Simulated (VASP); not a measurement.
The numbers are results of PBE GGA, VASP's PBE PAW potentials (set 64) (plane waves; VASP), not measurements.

A VASP calculation is set up with these files.

POSCAR:
```
LiZn36O36
1
    4.9323206900    -8.5430313936     0.0000000000
    4.9323206900     8.5430313936     0.0000000000
    0.0000000000     0.0000000000    10.5847753959
Zn O Li
36 36 1
Direct
  0.2219800030   0.1108102649   0.2510312726
  0.1104359259   0.2217145947   0.0032186297
  0.2161139078   0.0982820846   0.7582023824
  0.0977333622   0.2156606490   0.4895167085
  0.2219279633   0.4445070294   0.2509657509
  0.1099562524   0.5564643878   0.0032474320
  0.2161146237   0.4503979385   0.7581682800
  0.1105933426   0.5552539685   0.4994572811
  0.2221929197   0.7777099909   0.2508721663
  0.1099737339   0.8866984980   0.0033173797
  0.2229075372   0.7778692391   0.7512484025
  0.1108194935   0.8887166896   0.4995787746
  0.5571872411   0.1096283678   0.2460130652
  0.4448481879   0.2215582498   0.0035656226
  0.5538810019   0.1126742286   0.7489867274
  0.4510671210   0.2148717375   0.4893203135
  0.5554880567   0.4444920037   0.2511686329
  0.4448798294   0.5563310867   0.0034447183
  0.5678618263   0.4501176967   0.7583198997
  0.4502563325   0.5686919665   0.4897149154
  0.5569769450   0.7805847211   0.2461897073
  0.4448478857   0.8889048901   0.9982314913
  0.5536123097   0.7734113465   0.7489609603
  0.4427292701   0.8879372284   0.5016422724
  0.8859743394   0.1096614311   0.2461610094
  0.7777754495   0.2219700189   0.9982179097
  0.8929329966   0.1128429873   0.7488280959
  0.7786644242   0.2237332297   0.5016152643
  0.8887210582   0.4443930032   0.2509742287
  0.7797874007   0.5564851533   0.0036721429
  0.8884963943   0.4435245696   0.7513356346
  0.7765678378   0.5549530496   0.4998183178
  0.8887400042   0.7776716544   0.2509240030
  0.7775714448   0.8889963163   0.9981695166
  0.8883256356   0.7777810611   0.7514438215
  0.7784466815   0.8879575341   0.5017027699
  0.2238200385   0.1143744588   0.4430006717
  0.1110461399   0.2221938246   0.1924595400
  0.2219800070   0.1102363947   0.9431724751
  0.1214056960   0.2269273983   0.6846694292
  0.2234333204   0.4425685659   0.4427680586
  0.1111313113   0.5553583633   0.1919646193
  0.2218633115   0.4446421378   0.9433384446
  0.1097195940   0.5566845754   0.6888511387
  0.2217047349   0.7774854409   0.4401698895
  0.1111292957   0.8891020287   0.1920054515
  0.2217099418   0.7774859610   0.9403507120
  0.1094498145   0.8854948827   0.6889316166
  0.5590934877   0.1073319316   0.4362254778
  0.4443515899   0.2220635403   0.1927277789
  0.5549029609   0.1117563382   0.9380956053
  0.4397235534   0.2265038144   0.6849060686
  0.5508645430   0.4421132838   0.4431854192
  0.4442275770   0.5555357857   0.1925572850
  0.5561721152   0.4445100629   0.9437806983
  0.4393603682   0.5451131650   0.6850458002
  0.5592724886   0.7850184709   0.4362836032
  0.4429449434   0.8880159660   0.1875992411
  0.5548047392   0.7761526766   0.9380081264
  0.4450174476   0.8888216828   0.6908174706
  0.8816039302   0.1071689230   0.4362497786
  0.7786411821   0.2237060725   0.1875053784
  0.8905174367   0.1118528195   0.9379270686
  0.7776528725   0.2213624196   0.6907880956
  0.8885288045   0.4447151902   0.4401941034
  0.7771078426   0.5552719309   0.1922441695
  0.8890876296   0.4450032367   0.9404534615
  0.7801135891   0.5565696523   0.6891212914
  0.8886890296   0.7771960372   0.4402052146
  0.7784271901   0.8881356418   0.1876026948
  0.8890832029   0.7773447084   0.9404617915
  0.7774720530   0.8889603060   0.6908439227
  0.3337644784   0.3329744447   0.6209849070
```

**INCAR**
```
SYSTEM = LiZn36O36
PREC = Normal
ENCUT = 400
EDIFF = 1E-5
NELM = 100
ALGO = Fast
LREAL = Auto
LASPH = .TRUE.
ISMEAR = 0
SIGMA = 0.05
GGA = PE
LMAXMIX = 4
LWAVE = .FALSE.
LCHARG = .FALSE.
NELMIN = 4
ISYM = 0
ISPIN = 2
NUPDOWN = 1
MAGMOM = 73*0.0137
LORBIT = 10
IBRION = 2
ISIF = 2
NSW = 120
EDIFFG = -0.03
```

KPOINTS:
```
Automatic
0
G
 1 1 1
```

POTCAR, in this order: Zn O Li (PBE.64 set). Program: vasp_gam.

Output of the run:

**OSZICAR**
```
       N       E                     dE             d eps       ncg     rms          rms(c)
DAV:   1     0.109050579696E+05    0.10905E+05   -0.24903E+05  1568   0.231E+03
DAV:   2     0.242124896839E+04   -0.84838E+04   -0.80920E+04  1568   0.668E+02
DAV:   3    -0.318551635806E+02   -0.24531E+04   -0.22863E+04  1616   0.283E+02
DAV:   4    -0.369799197062E+03   -0.33794E+03   -0.33108E+03  1744   0.114E+02
DAV:   5    -0.381808107968E+03   -0.12009E+02   -0.11912E+02  1736   0.213E+01    0.603E+01
RMM:   6    -0.322781281598E+03    0.59027E+02   -0.20966E+02  1568   0.216E+01    0.446E+01
RMM:   7    -0.323661405542E+03   -0.88012E+00   -0.30756E+01  1568   0.120E+01    0.180E+01
RMM:   8    -0.323168663673E+03    0.49274E+00   -0.49525E+00  1568   0.432E+00    0.119E+01
RMM:   9    -0.323155347249E+03    0.13316E-01   -0.18215E+00  1568   0.339E+00    0.156E+00
RMM:  10    -0.323131121703E+03    0.24226E-01   -0.56877E-01  1593   0.102E+00    0.772E-01
RMM:  11    -0.323141509548E+03   -0.10388E-01   -0.12095E-01  1610   0.536E-01    0.322E-01
RMM:  12    -0.323146988760E+03   -0.54792E-02   -0.23505E-02  1624   0.246E-01    0.359E-01
RMM:  13    -0.323146004239E+03    0.98452E-03   -0.74616E-03  1586   0.115E-01    0.101E-01
RMM:  14    -0.323146019695E+03   -0.15457E-04   -0.38410E-03  1583   0.762E-02    0.510E-02
RMM:  15    -0.323146047794E+03   -0.28099E-04   -0.52439E-04  1526   0.375E-02    0.173E-02
RMM:  16    -0.323146075416E+03   -0.27622E-04   -0.17975E-04  1287   0.164E-02    0.646E-03
RMM:  17    -0.323146081282E+03   -0.58660E-05   -0.19675E-05  1007   0.715E-03
   1 F= -.32314608E+03 E0= -.32314608E+03  d E =-.323146E+03  mag=     1.0000
       N       E                     dE             d eps       ncg     rms          rms(c)
DAV:   1    -0.323146390933E+03   -0.31552E-03   -0.12258E+00  1696   0.211E+00    0.219E-01
RMM:   2    -0.323149269004E+03   -0.28781E-02   -0.31428E-02  1568   0.366E-01    0.153E-01
RMM:   3    -0.323149439744E+03   -0.17074E-03   -0.38585E-03  1568   0.133E-01    0.767E-02
RMM:   4    -0.323149417118E+03    0.22626E-04   -0.44881E-04  1606   0.477E-02    0.558E-02
RMM:   5    -0.323149395962E+03    0.21156E-04   -0.12409E-04  1483   0.245E-02    0.215E-02
RMM:   6    -0.323149398941E+03   -0.29789E-05   -0.38484E-05  1099   0.109E-02
   2 F= -.32314940E+03 E0= -.32314940E+03  d E =-.331766E-02  mag=     1.0000
       N       E                     dE             d eps       ncg     rms          rms(c)
DAV:   1    -0.323148938580E+03    0.45738E-03   -0.34300E-01  1704   0.112E+00    0.118E-01
RMM:   2    -0.323149765780E+03   -0.82720E-03   -0.90059E-03  1568   0.196E-01    0.835E-02
RMM:   3    -0.323149814512E+03   -0.48732E-04   -0.11094E-03  1570   0.716E-02    0.427E-02
RMM:   4    -0.323149807775E+03    0.67366E-05   -0.13464E-04  1486   0.259E-02    0.306E-02
RMM:   5    -0.323149801594E+03    0.61816E-05   -0.36549E-05  1091   0.138E-02
   3 F= -.32314980E+03 E0= -.32314980E+03  d E =-.372031E-02  mag=     1.0000
       N       E                     dE             d eps       ncg     rms          rms(c)
DAV:   1    -0.323150075354E+03   -0.26758E-03   -0.65462E-01  1696   0.154E+00    0.133E-01
RMM:   2    -0.323151237576E+03   -0.11622E-02   -0.12740E-02  1568   0.232E-01    0.807E-02
RMM:   3    -0.323151307728E+03   -0.70152E-04   -0.16207E-03  1568   0.865E-02    0.428E-02
RMM:   4    -0.323151303172E+03    0.45566E-05   -0.18232E-04  1526   0.310E-02    0.305E-02
RMM:   5    -0.323151296066E+03    0.71053E-05   -0.46263E-05  1243   0.158E-02
   4 F= -.32315130E+03 E0= -.32315130E+03  d E =-.149447E-02  mag=     1.0000
       N       E                     dE             d eps       ncg     rms          rms(c)
DAV:   1    -0.323148886155E+03    0.24170E-02   -0.16830E+00  1632   0.247E+00    0.214E-01
RMM:   2    -0.323151873428E+03   -0.29873E-02   -0.32767E-02  1568   0.372E-01    0.131E-01
RMM:   3    -0.323152052606E+03   -0.17918E-03   -0.41630E-03  1568   0.139E-01    0.697E-02
RMM:   4    -0.323152040085E+03    0.12521E-04   -0.46945E-04  1575   0.498E-02    0.496E-02
RMM:   5    -0.323152021403E+03    0.18682E-04   -0.12055E-04  1499   0.253E-02    0.190E-02
RMM:   6    -0.323152024485E+03   -0.30820E-05   -0.39496E-05  1118   0.114E-02
   5 F= -.32315202E+03 E0= -.32315202E+03  d E =-.222289E-02  mag=     1.0000
       N       E                     dE             d eps       ncg     rms          rms(c)
DAV:   1    -0.323152074844E+03   -0.53442E-04   -0.90128E-01  1712   0.179E+00    0.120E-01
RMM:   2    -0.323153132658E+03   -0.10578E-02   -0.11682E-02  1568   0.225E-01    0.710E-02
RMM:   3    -0.323153187007E+03   -0.54349E-04   -0.14415E-03  1568   0.828E-02    0.423E-02
RMM:   4    -0.323153180611E+03    0.63956E-05   -0.16835E-04  1517   0.308E-02    0.305E-02
RMM:   5    -0.323153173508E+03    0.71034E-05   -0.51571E-05  1279   0.155E-02
   6 F= -.32315317E+03 E0= -.32315317E+03  d E =-.114902E-02  mag=     1.0000
```

OUTCAR:
```
------------------------ aborting loop because EDIFF is reached ----------------------------------------
  FORCE on cell =-STRESS in cart. coord.  units (eV):
  Direction    XX          YY          ZZ          XY          YZ          ZX
  --------------------------------------------------------------------------------------
  Total      -14.9020947    -14.4001214    -17.1549685     -0.0102677      0.0094481     -0.0101193
  in kB      -26.7659678    -25.8643628    -30.8124021     -0.0184420      0.0169699     -0.0181755
  external PRESSURE =     -27.8142443 kB  Pullay stress =       0.0000000 kB
  volume of cell :      892.02
      direct lattice vectors                 reciprocal lattice vectors
     4.932320690 -8.543031394  0.000000000     0.101372160 -0.058527234  0.000000000
     4.932320690  8.543031394  0.000000000     0.101372160  0.058527234  0.000000000
     0.000000000  0.000000000 10.584775396     0.000000000  0.000000000  0.094475316
  FREE ENERGIE OF THE ION-ELECTRON SYSTEM (eV)
  ---------------------------------------------------
  free  energy   TOTEN  =      -323.1531735077 eV

  energy  without entropy=     -323.1531735077  energy(sigma->0) =     -323.15317351

 total charge

# of ion       s       p       d       tot
------------------------------------------
    1        0.447   0.453   9.891  10.791
    2        0.447   0.454   9.891  10.793
    3        0.460   0.458   9.886  10.805
    4        0.462   0.469   9.889  10.820
    5        0.447   0.453   9.890  10.790
    6        0.448   0.456   9.891  10.795
    7        0.460   0.459   9.887  10.806
    8        0.445   0.450   9.890  10.784
    9        0.447   0.455   9.892  10.794
   10        0.448   0.455   9.891  10.794
   11        0.449   0.459   9.893  10.800
   12        0.445   0.450   9.890  10.785
   13        0.449   0.460   9.894  10.803
   14        0.447   0.454   9.891  10.792
   15        0.441   0.434   9.884  10.759
   16        0.462   0.470   9.890  10.822
   17        0.447   0.453   9.891  10.790
   18        0.447   0.454   9.891  10.793
   19        0.460   0.458   9.886  10.805
   20        0.462   0.469   9.889  10.820
   21        0.449   0.460   9.894  10.803
   22        0.446   0.452   9.891  10.789
   23        0.441   0.434   9.884  10.758
   24        0.450   0.463   9.895  10.807
   25        0.449   0.460   9.894  10.803
   26        0.446   0.452   9.891  10.789
   27        0.441   0.434   9.884  10.759
   28        0.450   0.462   9.894  10.807
   29        0.447   0.455   9.892  10.794
   30        0.448   0.455   9.891  10.794
   31        0.449   0.459   9.893  10.801
   32        0.445   0.450   9.890  10.785
   33        0.447   0.455   9.892  10.794
   34        0.446   0.452   9.891  10.789
   35        0.449   0.459   9.893  10.800
   36        0.450   0.463   9.895  10.808
   37        1.577   3.449   0.000   5.026
   38        1.576   3.458   0.000   5.033
   39        1.576   3.460   0.000   5.036
   40        1.578   3.446   0.000   5.023
   41        1.577   3.449   0.000   5.026
   42        1.575   3.460   0.000   5.035
   43        1.576   3.460   0.000   5.036
   44        1.576   3.465   0.000   5.041
   45        1.575   3.458   0.000   5.033
   46        1.575   3.460   0.000   5.035
   47        1.575   3.458   0.000   5.033
   48        1.576   3.465   0.000   5.040
   49        1.576   3.470   0.000   5.046
   50        1.576   3.458   0.000   5.033
   51        1.576   3.455   0.000   5.030
   52        1.578   3.445   0.000   5.023
   53        1.577   3.449   0.000   5.026
   54        1.576   3.458   0.000   5.033
   55        1.576   3.460   0.000   5.036
   56        1.578   3.445   0.000   5.023
   57        1.576   3.470   0.000   5.046
   58        1.575   3.461   0.000   5.036
   59        1.576   3.455   0.000   5.030
   60        1.576   3.452   0.000   5.028
   61        1.576   3.470   0.000   5.046
   62        1.575   3.461   0.000   5.036
   63        1.576   3.455   0.000   5.030
   64        1.576   3.452   0.000   5.028
   65        1.575   3.458   0.000   5.033
   66        1.575   3.460   0.000   5.035
   67        1.575   3.458   0.000   5.033
   68        1.576   3.465   0.000   5.041
   69        1.575   3.458   0.000   5.033
   70        1.575   3.461   0.000   5.036
   71        1.575   3.458   0.000   5.033
   72        1.576   3.452   0.000   5.028
   73        0.127   0.275   0.000   0.402
--------------------------------------------------
tot         73.024 141.140 356.057 570.221

 magnetization (x)

# of ion       s       p       d       tot
------------------------------------------
    1        0.009   0.000  -0.001   0.009
    2        0.009   0.000  -0.001   0.009
    3        0.009   0.000  -0.000   0.009
    4        0.009   0.000  -0.000   0.009
    5        0.009   0.000  -0.001   0.009
    6        0.009   0.000  -0.001   0.009
    7        0.009   0.000  -0.000   0.009
    8        0.009   0.000  -0.001   0.009
...
```
(Selected blocks of OUTCAR.)

CONTCAR:
```
LiZn36O36
   1.00000000000000
     4.9323206900000001   -8.5430313935999997    0.0000000000000000
     4.9323206900000001    8.5430313935999997    0.0000000000000000
     0.0000000000000000    0.0000000000000000   10.5847753958999995
  Zn              O               Li
    36    36     1
Direct
     0.2220178460048999    0.1107707766390619    0.2511788395194705
     0.1103284006169649    0.2216666908348556    0.0033092885896937
     0.2159879808437578    0.0980974492098964    0.7589862153540963
     0.0977638548201239    0.2155540493732868    0.4901220125506685
     0.2219133660417795    0.4445055446728881    0.2510343571723145
     0.1100390944176041    0.5564848651447116    0.0037023938969869
     0.2157547155323099    0.4504247514291762    0.7590447099397484
     0.1106898018137283    0.5554389403923337    0.4996214202841808
     0.2232340429145343    0.7782730632861787    0.2508025801897139
     0.1100127958932732    0.8866055224990272    0.0037380514385160
     0.2222546495603885    0.7774590744075794    0.7511991573644121
     0.1107932480764954    0.8886262755987305    0.4995793939415634
     0.5570927350347723    0.1094904287280287    0.2462004491477701
     0.4447849892809767    0.2215026839830965    0.0034781939505753
     0.5541458223273635    0.1123599899474229    0.7488036672851751
     0.4509652543205233    0.2151438689916912    0.4900537796415598
     0.5555038832548721    0.4443563770021397    0.2512307893009963
     0.4447552288381265    0.5562239819554265    0.0034292549180948
     0.5681079874696551    0.4502178605742155    0.7593109367836144
     0.4507156535459856    0.5686578402257567    0.4901543686861504
     0.5570347241883579    0.7807553677849579    0.2463064650791910
     0.4444334857434616    0.8886968092725979    0.9974431418642036
     0.5538966581839889    0.7741456287634775    0.7487282107075096
     0.4431813191482533    0.8881629930150310    0.5012093155707875
     0.8858394391128939    0.1095124616212535    0.2462186464516753
     0.7779346248915264    0.2221436293710331    0.9974501706244656
     0.8923282126713032    0.1125282772658993    0.7486306601857370
     0.7782931492350513    0.2232219758534808    0.5012114174498050
     0.8882220562775610    0.4433445737479228    0.2508316568786049
     0.7797710533894598    0.5564752255328437    0.0038351463622760
     0.8888089169944223    0.4441826037773540    0.7512315042865151
     0.7769925452152857    0.5551014261678536    0.4997470251654618
     0.8882342711698631    0.7782322858494998    0.2508149015543157
     0.7777410216057816    0.8888897223080249    0.9974458017756205
     0.8886493406857747    0.7774001023862703    0.7513503279302229
     0.7782745626302571    0.8881092825515798    0.5012765571293148
     0.2236652932801054    0.1140947004247718    0.4428100021595757
     0.1106027496063920    0.2218651681954730    0.1924872978431292
     0.2219240428281687    0.1103100021745964    0.9441026626914411
     0.1213387310715964    0.2271762978781400    0.6854261433261195
     0.2234047373053419    0.4427946417204304    0.4426480680673363
     0.1109301195215004    0.5555421519287661    0.1923170406621389
     0.2218773836134268    0.4446151498678104    0.9441920652211276
     0.1097304968515545    0.5565557027377983    0.6891517363181585
     0.2224983233511396    0.7779153719484655    0.4402379226578494
     0.1109902296217027    0.8888125653193506    0.1923843853989930
     0.2213044058435820    0.7771726100088355    0.9398839107336205
     0.1096320433352641    0.8859595420843456    0.6891309512556992
     0.5589427011617742    0.1074593563600872    0.4361494073484232
     0.4445788579284187    0.2218078625557402    0.1926137571345523
     0.5546999626048539    0.1118863115584766    0.9374619073996712
     0.4395162673760288    0.2267989271192994    0.6853842606608045
     0.5517364209119372    0.4423771715529358    0.4428774936433726
     0.4445769827823555    0.5559704531429537    0.1925917131990992
     0.5559953336316525    0.4444751803330877    0.9443689892332100
     0.4392103283587200    0.5450757157805675    0.6853906100644109
     0.5590274453334344    0.7846141967279187    0.4362562934007475
     0.4437298542738778    0.8884506762337422    0.1865949047873631
     0.5545659507475837    0.7756853615435293    0.9374280529999366
     0.4445282114660729    0.8886193615723197    0.6900910124660491
     0.8818413178238972    0.1073444872455790    0.4362226168903249
     0.7781115970027891    0.2228110937028555    0.1866079412672476
     0.8908758583990660    0.1119909565324519    0.9373185838583441
     0.7778391770037578    0.2218911657700174    0.6900986535538225
     0.8882335852773060    0.4438944676455179    0.4403132748435465
     0.7774876392548475    0.5554248851445712    0.1924645103136431
     0.8893103211080567    0.4452774307927252    0.9399140538815342
     0.7800999820646631    0.5565174926638811    0.6892646242960071
     0.8884018252080538    0.7775688551047206    0.4402800235852280
     0.7779952189559247    0.8885220210180433    0.1865929307465635
     0.8892502359411159    0.7771963229297677    0.9400304841063256
     0.7776807841636044    0.8887087268873781    0.6901542170480508
     0.3335758534390776    0.3330662157284638    0.6227886878655432
```

At this cut-off the stress carries a Pulay error, which pulls relaxed volumes low. The supercell is sampled at Γ alone, which is coarse: total energies, pressure and levels can be off, energies of defects by several tenths of an eV.

The cell is a supercell with a defect, built from ZnO (wurtzite): Li_i.
